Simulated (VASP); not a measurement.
An input for Ansatz (written as the equivalent of a VASP run, and not itself run):

Ansatz 0.2 input:
```yaml
crystal:
  lattice:
    - [0.0000000, 3.3966000, 3.3966000]
    - [3.3966000, 0.0000000, 3.3966000]
    - [3.3966000, 3.3966000, 0.0000000]
  atoms:
    - { symbol: Sr, position: [0.0000000, 0.0000000, 0.0000000] }
    - { symbol: Te, position: [0.5000000, 0.5000000, 0.5000000] }
kpoints:
  mp_grid: { grid: [6, 6, 6] }
hamiltonian:
  xc: pbe
  pseudopotentials: { kind: paw }
scf:
  occupations: { method: gaussian, width: 0.05 }
  max_iter: 100
output: { forces: true, stress: true, eigenvalues: true }
```

Question: Translate this input to VASP (INCAR, KPOINTS, POSCAR, choice of POTCAR).

Answer: This is not unique; one that fits is 
**POSCAR**
```
SrTe
1
    0.0000000000     3.3966000000     3.3966000000
    3.3966000000     0.0000000000     3.3966000000
    3.3966000000     3.3966000000     0.0000000000
Sr Te
1 1
Direct
  0.0000000000   0.0000000000   0.0000000000
  0.5000000000   0.5000000000   0.5000000000
```

File KPOINTS:
```
K-points
0
Gamma
6 6 6
```

INCAR:
```
SYSTEM = SrTe
PREC = Accurate
ENCUT = 400
EDIFF = 1E-6
NELM = 100
ALGO = Normal
LREAL = .FALSE.
LASPH = .TRUE.
ISMEAR = 0
SIGMA = 0.05
GGA = PE
LMAXMIX = 4
LWAVE = .FALSE.
LCHARG = .FALSE.
ISIF = 2
```

POTCAR, in this order: Sr_sv Te (PBE.64 set). Program: vasp_std.

Limits of the translation: each code has its own PAW files, so the cut-off isn't converted (ENCUT is set for VASP's; basis.ecutwfc is left out, and Ansatz then takes the one that its files recommend); Ansatz stops its SCF on the density residual and VASP on the energy change (EDIFF).

The compound is SrTe in the rock salt structure. The cell was not relaxed at this level.
